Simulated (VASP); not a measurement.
BeAl, 2 atoms in the cell. It takes space group P-6m2 (No. 187, hexagonal). Conventional cell: a = 2.716 Å, b = 2.716 Å, c = 4.019 Å, α = 90.00°, β = 90.00°, γ = 120.00°. Around Be (site symmetry -6m2) lie 6 Al at 2.55 Å and 6 Be at 2.72 Å. Al (site symmetry -6m2) has 6 Be at 2.55 Å and 6 Al at 2.72 Å as nearest neighbours. The cell was built by a generator and needn't be a form met in nature.

| Property | Result |
| --- | --- |
| Program | VASP 6.6.1 |
| Task | relaxation of cell and atoms |
| Functional | PBE |
| Potentials or basis | VASP PAW PBE potentials, release 64 (Be, Al) |
| Cutoff | 600 eV |
| k mesh | 11 × 11 × 7 |
| Occupations | methfessel-paxton, width 0.2 eV |
| Spin | no spin polarisation |
| Further INCAR settings | ALGO = Normal; EDIFF = 1e-06; IBRION = 2; EDIFFG = -0.01; NSW = 60; ISIF = 3 |

Potentials or basis: VASP PAW PBE potentials, release 64 (Be, Al).

Launch:

```sh
$ cat potpaw_PBE.64/Be/POTCAR potpaw_PBE.64/Al/POTCAR > POTCAR
$ mpirun -np 1 vasp_std > vasp.out
```

Hardware: 1 thread of Intel(R) Xeon(R) 6975P-C (Granite Rapids), on a shared host.

**Question.** How long does it take, and how much memory?

**Answer.** Wall time 13 s on 1 thread of Intel(R) Xeon(R) 6975P-C (Granite Rapids) (shared host), peak memory 0.16 GiB. Counts: scf iterations 17, k points 144, ion steps 3.
